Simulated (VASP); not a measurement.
```
CELL_PARAMETERS angstrom
      0.00000     2.31705     2.31705
      2.31705     0.00000     2.31705
      2.31705     2.31705     0.00000
ATOMIC_POSITIONS crystal
  Na 0.00000 0.00000 0.00000
  F  0.50000 0.50000 0.50000
```

Method: optB86b-vdW, VASP's PBE PAW potentials (set 64) (plane waves; VASP). Numerical set-up: 520 eV cut-off, Gaussian smearing of 0.050 eV, potentials Na_pv F.

**Question.** Estimate the band gap (along the path) with the smallest direct gap where there is one.

**Answer.** 
| Item | Value |
|---|---|
| band gap (along the path) | 6.38 eV |
| smallest direct gap (along the path) | 6.38 eV |

Total energies compare only between runs with the same potentials, cut-off and functional.

The compound is NaF in the rock salt structure. It was relaxed first.
